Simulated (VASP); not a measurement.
Runs of VASP 6.6.1 on CrSi8O18 (a cell with a defect). The cell holds a defect, 27 atoms: a = 14.749 Å, b = 8.515 Å, c = 5.408 Å, α = 90.00°, β = 90.00°, γ = 150.00°. 

| spin | fixed moment (μB) | gap on the mesh (eV) | moment (μB) | largest force (eV/Å) |
| --- | --- | --- | --- | --- |
| collinear, ferromagnetic start | - | (b) | 2.00 | (a) |
| collinear, zero start | 0 | - | 0.00 | 6.33 |
| off | - | 0.49 | - | 6.12 |
| collinear, ferromagnetic start | 2 | - | 2.00 | 6.43 |

Alike in all rows: task single point; level PBEsol+U; potentials or basis VASP PAW PBE potentials, release 64 (Cr_pv, Si, O); Cr d U = 3 eV; cell as given; k mesh 2 × 3 × 3; cutoff (eV) 450; smearing gaussian 0.03 eV; the mesh is coarse, so values aren't converged.

Problem. Fill in the values left out.

Solution. (a) 6.44; (b) 2.71.

Caveats: all runs use coarse meshes; the PAW data sets were made with another functional, which shifts forces and pressure a little; the total moment is fixed, so each spin has its own Fermi level (some runs).

A k mesh can miss the band edges.
